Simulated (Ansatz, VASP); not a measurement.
# Te2Mo in two plane-wave programs, part 2 of 2

One calculation is typed for both programs; each brings its own data sets and cutoff. How far apart do they land?

VASP 6.6.1 and Ansatz 0.2.0.

So far: Set-up; VASP: G0W0 gap, PBE.

## 3. Ansatz: G0W0 gap, PBE

Level of this step: Ansatz beside VASP: Kohn-Sham DFT, plane waves, PBE, G0W0 (Ansatz).

Ansatz runs on its default PAW (the set named soft_2) files.

The same cell, functional and mesh now go to Ansatz, which takes its cutoff from its data sets.

Input file input.yaml:

```yaml
crystal:
  lattice:
    - [3.5182, 0.0, 0.0]
    - [-1.7591, 3.0468505756, 0.0]
    - [0.0, 0.0, 13.9736]
  atoms:
    - { symbol: Te, position: [0.3333333333, 0.6666666667, 0.621] }
    - { symbol: Te, position: [0.6666666667, 0.3333333333, 0.121] }
    - { symbol: Te, position: [0.3333333333, 0.6666666667, 0.879] }
    - { symbol: Te, position: [0.6666666667, 0.3333333333, 0.379] }
    - { symbol: Mo, position: [0.3333333333, 0.6666666667, 0.25] }
    - { symbol: Mo, position: [0.6666666667, 0.3333333333, 0.75] }
hamiltonian:
  xc: pbe
  pseudopotentials: { kind: paw }
kpoints:
  mp_grid: { grid: [6, 6, 1] }
scf:
  occupations: { method: fixed }
gw:
  n_empty_bands: 422
  ecut_chi: 120.0
  qp_bands: [v2, c2]
  qp_kpoints: band_edges
  screening: { model: contour_deformation }
```

Command:

```bash
$ ansatz run input.yaml --threads 4 --pin off --max-ram 9216MiB --backend cpu --events-out ev --progress --plain --runs-dir out
```

Numbers of over 12 decimals in the logs are rounded to 6 here.

The program printed:

```text
Engine: ansatz 0.2.0, aarch64-unknown-linux-gnu
Pseudopotentials: kind: paw
Pseudopotential: Te, paw, valence charge 16, recommended cutoff 420 eV (normal), Te.paw.azcp
Pseudopotential: Mo, paw, valence charge 14, recommended cutoff 420 eV (normal), Mo.paw.azcp
Functional definition: PBE
  parameter kappa = 0.804
  parameter beta = 0.066725
  exchange = pbe_x(kappa = kappa, mu = beta*pi^2/3)
  correlation = pbe_c(beta = beta)
Crystal: 6 atoms, lattice volume = 149.789 Å³
Basis set: ecut = 420 eV, 2909 PW (Γ)
Bands: 56, of which v1, the nominal top of the filled ones, is band 46 counted from 1 (45 counted from 0)
Symmetry: 24 space group operations
Space group: P63/mmc (ITA 194), of the structure as read, at distance tolerance 5.3e-5 Å
k-points: 7 of 36
Non-local potential: Te, projectors of the file, l = 0: 2, l = 1: 2, l = 2: 2, l = 3: 2
Non-local potential: Mo, projectors of the file, l = 0: 3, l = 1: 2, l = 2: 2, l = 3: 1
PAW form: soft (Blöchl's): semilocal exchange-correlation on the pseudo side does not see the compensation charge
PAW one-centre angular grid: Te, 590 points (default); XC on 64 Gauss nodes
PAW one-centre angular grid: Mo, 590 points (default); XC on 64 Gauss nodes
Initial density: superposition of atomic densities (neutral atoms: chi_scale 0, normalization atom), corrected by the library's trained network
Initial wavefunctions: pseudopotential atomic-orbital guess
Functional: x = pbe(κ = 0.804, μ = 0.219515), c = pbe(β = 0.066725)
SCF iter   1: F=—  HF=-37833.326276 eV  |F-HF|=—  |Δ(HF+E_count)|=         —  Δρ=4.31e-3  dr2=9.74e-3  ethr=1.77e-3  ⟨swp⟩=5.0  Hψ=1232  notcnv=0  defer=46
preconditioner: auto → Resta (q_TF=auto, 2.515 Å⁻¹)  ε∞=6.9  [insulator: Δε(μ)=0.830 eV  Ē_g=7.483 eV  n_scr=52 (ndim 8)  ℏωp=18.2 eV  f_vac=0.021  ε∞_Penn≈6.9]
SCF iter   2: F=—  HF=-37833.334417 eV  |F-HF|=—  |Δ(HF+E_count)|=   8.14e-3  Δρ=2.55e-3  dr2=3.52e-3  ethr=1.06e-5  ⟨swp⟩=2.6  Hψ=599  notcnv=0  defer=56
SCF iter   3: F=—  HF=-37833.338170 eV  |F-HF|=—  |Δ(HF+E_count)|=   3.75e-3  Δρ=1.05e-3  dr2=2.01e-3  ethr=3.82e-6  ⟨swp⟩=2.0  Hψ=483  notcnv=0  defer=56
SCF iter   4: F=—  HF=-37833.338584 eV  |F-HF|=—  |Δ(HF+E_count)|=   4.14e-4  Δρ=1.22e-4  dr2=2.12e-5  ethr=2.18e-6  ⟨swp⟩=2.0  Hψ=483  notcnv=0  defer=56
SCF iter   5: F=—  HF=-37833.338606 eV  |F-HF|=—  |Δ(HF+E_count)|=   2.20e-5  Δρ=4.77e-5  dr2=3.89e-6  ethr=2.30e-8  ⟨swp⟩=3.0  Hψ=711  notcnv=0  defer=32
SCF iter   6: F=—  HF=-37833.338612 eV  |F-HF|=—  |Δ(HF+E_count)|=   5.33e-6  Δρ=1.08e-5  dr2=2.74e-7  ethr=4.23e-9  ⟨swp⟩=2.0  Hψ=493  notcnv=0  defer=32
SCF iter   7: F=-37833.338612 eV  HF=-37833.338612 eV  |F-HF|=2.23e-9  |Δ(HF+E_count)|=   1.57e-7  Δρ=3.66e-6  dr2=3.14e-8  ethr=1.09e-10  ⟨swp⟩=10.6  Hψ=1425  notcnv=0
SCF 1 converged in 7 iterations: F = -37833.338612 eV  dr2 = 3.14e-8
  greatest PAW one-centre occupation: 0.998 electrons in one spin orbital (limit 2), on the Mo atom at site 5 (counted from 0), in its partial waves of l = 0
NSCF: frozen V_eff on 7 k-points
G₀W₀ screening: q 1/7
G₀W₀ screening: q 2/7 (q-point 6)
G₀W₀ screening: q 3/7 (q-point 2)
G₀W₀ screening: q 4/7 (q-point 3)
G₀W₀ screening: q 5/7
G₀W₀ screening: q 6/7 (q-point 4)
G₀W₀ screening: q 7/7
G₀W₀ self-energy: k 1/7
G₀W₀ self-energy: k 2/7
G₀W₀ self-energy: k 3/7
G₀W₀ self-energy: k 4/7
G₀W₀ self-energy: k 5/7
G₀W₀ self-energy: k 6/7
G₀W₀ self-energy: k 7/7
NSCF: frozen V_eff on 1 k-points
NSCF: frozen V_eff on 1 k-points
[...]
SCF converged after 7 iterations
Free energy (F): -37833.338612 eV
Harris-Foulkes:  -37833.338612 eV  (|F-HF|=2.23e-9)
Internal energy: -37833.338612 eV  (E = F + TS)
E sigma→0 (E₀):  -37833.338612 eV
Fermi energy:    12.479551 eV
--- Per-component energies (eV) ---
  E_band       = -1143.413886
  E_kinetic    = 1610.027801
  E_local      = -7395.076415  (includes V_loc(G=0)·N_el)
  E_nonlocal   = -952.579721
  E_hartree    = 4141.084535
  E_xc         = -866.186910
  E_vxc        = -877.506500  (∫ρ·V_xc dr)
  E_paw        = -25053.985686  (= ΣΔE_a)
  E_vpaw       = -1810.446764  (= ΣTr[D̂ρ^β])
  E_aug_tail   = -0.000600  (compensation charges beyond the density's cutoff)
  E_ewald      = -9316.621616
  E_smearing   = -0.000000  (= −TS)
  E_closure    = 0.000000  (closes the sum)
  Σ components = -37833.338612   (vs F -37833.338612, Δ=0.00e0)
--- Band table (eV; the first three rows and the last of 7) ---
  k-point 0: bands = [... 42 lower, 11.4670, 11.4670, 12.1565, 12.4796, 15.3837, 15.3837, 15.5168, 15.5168, ... 6 higher]
  k-point 1: bands = [... 42 lower, 11.2534, 11.4900, 12.0348, 12.1974, 14.2837, 14.5521, 14.5773, 14.8200, ... 6 higher]
  k-point 2: bands = [... 42 lower, 11.1917, 11.4120, 11.5801, 11.7259, 13.5981, 13.9752, 14.1953, 14.2091, ... 6 higher]
  k-point 6: bands = [... 42 lower, 10.6467, 10.6467, 12.1732, 12.4125, 13.4518, 13.4518, 13.6425, 14.6533, ... 6 higher]
--- G₀W₀: contour deformation, 7 samples at zero and on the imaginary axis and 1 off it, 36 q-points, 422 empty bands' worth ---
  eigenvalues of the whole cell's RPA ε∞ on this k-mesh (on a slab, of 1 + 4πα/V) = 12.9860, 19.8462, 19.8462; static W/v taken at q = 0 is 0.060039
  gw.qp_kpoints: band_edges: 7 of 7 stored k-points solved, in 1 pass; an edge of the gap read off the rows below is read off those points alone
    ik  band        ε_KS         Σx   Σc(E_QP)       V_xc       Z   E_QP_lin       E_QP  E_QP is
     0    45     12.1565   -16.3102     1.1992   -14.7047  0.7621    11.7466    11.7503  root
     0    46     12.4796   -18.8055     0.3343   -18.5187  0.7238    12.5270    12.5270  root
     0    47     15.3837   -12.6364    -4.0492   -16.8233  0.7294    15.5219    15.5214  root
     0    48     15.3837   -12.6364    -4.0492   -16.8233  0.7294    15.5219    15.5214  root
     1    45     12.0348   -18.6128     0.6435   -17.9935  0.7217    12.0591    12.0591  root
     1    46     12.1974   -16.3689     1.1103   -14.8738  0.7637    11.8096    11.8126  root
     1    47     14.2837   -13.0032    -4.0592   -17.2399  0.7241    14.4623    14.4614  root
     1    48     14.5521   -13.5437    -4.0393   -17.8597  0.7398    14.8309    14.8288  root
     2    45     11.5801   -17.8872     1.1834   -16.5572  0.7300    11.4330    11.4335  root
     2    46     11.7259   -18.2706     1.0766   -17.0952  0.7292    11.6269    11.6271  root
     2    47     13.5981   -13.9547    -4.0652   -18.3203  0.7174    13.9008    13.8984  root
     2    48     13.9752   -14.3680    -3.9026   -18.5366  0.7160    14.2433    14.2412  root
     3    45     11.8790   -16.5338     1.0739   -15.1517  0.7540    11.5686    11.5708  root
     3    46     12.1683   -17.0539     0.9731   -15.8166  0.7547    11.9027    11.9040  root
     3    47     13.7461   -16.0779    -4.1307   -20.6382  0.6993    14.1814    14.1757  root
     3    48     13.8051   -15.7969    -4.1813   -20.3868  0.7003    14.2191    14.2138  root
     4    45     11.6538   -18.9431     0.9852   -18.0145  0.7070    11.7103    11.7104  root
     4    46     11.8034   -19.1038     0.9397   -18.2044  0.7136    11.8437    11.8437  root
     4    47     13.3053   -13.0258    -3.5990   -16.8328  0.7354    13.5140    13.5132  root
     4    48     14.0490   -13.5585    -3.9838   -17.7732  0.7207    14.2814    14.2798  root
     5    45     11.9049   -17.6013     0.6762   -16.9060  0.7207    11.8858    11.8858  root
     5    46     12.0910   -18.2012     0.6264   -17.5788  0.7217    12.0950    12.0950  root
     5    47     13.5213   -14.1652    -3.8823   -18.3459  0.7179    13.8218    13.8197  root
     5    48     13.9740   -15.6926    -4.4131   -20.4916  0.6924    14.3660    14.3599  root
     6    45     12.1732   -17.8267     0.3584   -17.5280  0.7160    12.2330    12.2331  root
     6    46     12.4125   -18.5935     0.2372   -18.4555  0.7152    12.5116    12.5118  root
     6    47     13.4518   -15.3151    -3.9614   -19.6396  0.7076    13.8182    13.8150  root
     6    48     13.4518   -15.3151    -3.9614   -19.6396  0.7076    13.8182    13.8150  root
```

Elapsed: 4.4 min, on 4 threads of Arm Neoverse N1, shared host; peak memory 1.8 GiB; 17 min of CPU time.

Reading the cycles: dr2 is the Hartree energy of the density residual (eV), the measure of convergence; HF is the Harris–Foulkes estimate of the energy, which meets the free energy F at convergence.

## 4. Differences

Known differences besides the PAW data sets themselves: the two programs' PAW sets differ in cores and partial waves, which matters most in GW; the data sets hold 92 valence electrons in Ansatz (default PAW (the set named soft_2) files) and 52 in VASP; the cutoff is 420 eV in Ansatz and 370 eV in VASP; Ansatz integrates over frequency by contour deformation, VASP on a grid of NOMEGA points. Total energies have different zeros and are not compared.

The two programs side by side:

```
                 quantity  Ansatz  VASP  difference
G0W0 gap on the mesh (eV)    0.99  1.11       -0.12
    PBE gap under it (eV)    0.83  0.82       +0.01
```

## 5. Summary of results

| Item | Value |
| --- | --- |
| difference in G0W0 gap on the mesh (G0W0 gap, PBE) | -0.12 eV |

What this shows: The difference in G0W0 gap on the mesh is -0.12 eV (G0W0 gap, PBE), within the 0.15 eV picked in this series as the mark of a large difference. Differences of this kind measure data sets and numerical settings, not the functional's error against experiment.

[Lines on the potential files, build, host, timing and source positions are cut from VASP's logs without a mark.]

[Logs are printed without paths, hosts, clocks, repeated set-up lines and the standing remarks that a program may print on its own settings, such as how far it seeks lower states.]

[Hosts, paths, dates, database ids (printed as entryN), source tags and the programs' standing remarks are cut or masked in the printed files.]
